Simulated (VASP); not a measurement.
Computed with vdW-DF2, VASP's PBE PAW potentials (set 64) (plane waves; VASP 6.6.1).

VASP ran on this input.

KPOINTS:
```
Automatic mesh
0
Gamma
  14 14 8
```

POSCAR:
```
Sc
1
    1.6662955805    -2.8861085175    -0.0000000000
    1.6662955805     2.8861085175    -0.0000000000
    0.0000000000    -0.0000000000     5.1744925660
Sc
2
Direct
  0.3333330000   0.6666670000   0.2500000000
  0.6666670000   0.3333330000   0.7500000000
```

INCAR:
```
AGGAC=0.0
ALGO=Normal
EDIFF=1E-7
ENCUT=520
GGA=ML
ISIF=2
ISMEAR=-5
LASPH=.True.
LCHARG=.True.
LMAXMIX=4
LORBIT=11
LREAL=.False.
LUSE_VDW=.True.
LWAVE=.False.
NEDOS=601
NELM=100
PREC=Accurate
SYSTEM=Sc
ZAB_VDW=-1.8867
```

POTCAR, in this order: Sc_sv (PBE.64 set). Program: vasp_std.

The resulting files:

File OSZICAR:
```
       N       E                     dE             d eps       ncg     rms          rms(c)
DAV:   1     0.401372352605E+03    0.40137E+03   -0.11059E+04  3624   0.155E+03
DAV:   2     0.171660985298E+02   -0.38421E+03   -0.37926E+03  4872   0.660E+02
DAV:   3    -0.691615139535E+01   -0.24082E+02   -0.23688E+02  5978   0.189E+02
DAV:   4    -0.745055559062E+01   -0.53440E+00   -0.53131E+00  5665   0.245E+01
DAV:   5    -0.745844863030E+01   -0.78930E-02   -0.78577E-02  5966   0.306E+00    0.707E+00
DAV:   6    -0.653532798016E+01    0.92312E+00   -0.23372E+00  4517   0.196E+01    0.210E+00
DAV:   7    -0.643047205266E+01    0.10486E+00   -0.49597E-01  4727   0.827E+00    0.770E-01
DAV:   8    -0.642615301693E+01    0.43190E-02   -0.35158E-02  4916   0.305E+00    0.212E-01
DAV:   9    -0.642566226755E+01    0.49075E-03   -0.72530E-03  4692   0.120E+00    0.336E-02
DAV:  10    -0.642582198060E+01   -0.15971E-03   -0.47069E-04  5357   0.340E-01    0.147E-02
DAV:  11    -0.642581143963E+01    0.10541E-04   -0.18130E-05  5667   0.673E-02    0.405E-03
DAV:  12    -0.642581481482E+01   -0.33752E-05   -0.18260E-06  5522   0.197E-02    0.205E-03
DAV:  13    -0.642581340192E+01    0.14129E-05   -0.21107E-07  3347   0.804E-03    0.326E-04
DAV:  14    -0.642581324679E+01    0.15514E-06   -0.29543E-08  2521   0.395E-03    0.150E-04
DAV:  15    -0.642581332379E+01   -0.77001E-07   -0.12726E-08  2423   0.228E-03
   1 F= -.64258133E+01 E0= -.64258133E+01  d E =0.000000E+00
```

File OUTCAR:
```
------------------------ aborting loop because EDIFF is reached ----------------------------------------
  FORCE on cell =-STRESS in cart. coord.  units (eV):
  Direction    XX          YY          ZZ          XY          YZ          ZX
  --------------------------------------------------------------------------------------
  Total        0.0313278      0.0313278     -0.0168212     -0.0000000      0.0000000      0.0000000
  in kB        1.0085041      1.0085040     -0.5415067     -0.0000000      0.0000000      0.0000000
  external PRESSURE =       0.4918338 kB  Pullay stress =       0.0000000 kB
  volume of cell :       49.77
      direct lattice vectors                 reciprocal lattice vectors
     1.666295580 -2.886108517  0.000000000     0.300066810 -0.173243659  0.000000000
     1.666295580  2.886108517  0.000000000     0.300066810  0.173243659  0.000000000
     0.000000000  0.000000000  5.174492566     0.000000000  0.000000000  0.193255665
 POSITION                                       TOTAL-FORCE (eV/Angst)
 -----------------------------------------------------------------------------------
      1.66630      0.96204      1.29362         0.000000     -0.000000      0.000000
      1.66630     -0.96204      3.88087        -0.000000      0.000000      0.000000
 -----------------------------------------------------------------------------------
    total drift:                                0.000000      0.000697     -0.000015
  FREE ENERGIE OF THE ION-ELECTRON SYSTEM (eV)
  ---------------------------------------------------
  free  energy   TOTEN  =        -6.4258133238 eV

  energy  without entropy=       -6.4258133238  energy(sigma->0) =       -6.42581332

 total charge

# of ion       s       p       d       tot
------------------------------------------
    1        2.280   6.093   1.051   9.424
    2        2.280   6.093   1.051   9.424
--------------------------------------------------
tot          4.560  12.186   2.102  18.849
```
(Selected blocks of OUTCAR.)

For a metal the tetrahedron method with Blöchl corrections gives inexact stress and forces.

The compound is Sc in the hcp structure. It was relaxed first.
